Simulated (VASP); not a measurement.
VASP input:

### POSCAR
```
KF
1
    0.0000000000     2.7103066905     2.7103066905
    2.7103066905     0.0000000000     2.7103066905
    2.7103066905     2.7103066905     0.0000000000
K F
1 1
Direct
  0.0000000000   0.0000000000   0.0000000000
  0.5000000000   0.5000000000   0.5000000000
```

**KPOINTS**
```
Automatic mesh
0
G
8 8 8
```

**INCAR**
```
SYSTEM=KF
EDIFF=1E-6
NELM=100   # most electronic steps
GGA=PE
ENCUT=520
PREC=Accurate
LCHARG=.True.
LASPH=.True.   # aspherical one-centre terms
ALGO=Normal   # blocked Davidson
SIGMA=0.05
LWAVE=.False.
LREAL=.False.   # projection in real space or not
ISMEAR=0
```

POTCAR, in this order: K_sv F (PBE.64 set). Program: vasp_std.

Translate this PBE calculation to Ansatz.

One equivalent input (not run):
Ansatz 0.2 input:
```yaml
crystal:
  lattice:
    - [0.0000000, 2.7103067, 2.7103067]
    - [2.7103067, 0.0000000, 2.7103067]
    - [2.7103067, 2.7103067, 0.0000000]
  atoms:
    - { symbol: K, position: [0.0000000, 0.0000000, 0.0000000] }
    - { symbol: F, position: [0.5000000, 0.5000000, 0.5000000] }
kpoints:
  mp_grid: { grid: [8, 8, 8] }
hamiltonian:
  xc: pbe
  pseudopotentials: { kind: paw }
scf:
  occupations: { method: gaussian, width: 0.05 }
  max_iter: 100
output: { forces: true, stress: true, eigenvalues: true }
```
What does not carry over: each code has its own PAW files, so the cut-off isn't converted (ENCUT is set for VASP's; basis.ecutwfc is left out, and Ansatz then takes the one that its files recommend); Ansatz stops its SCF on the density residual and VASP on the energy change (EDIFF).

The compound is KF in the rock salt structure. It was relaxed first.
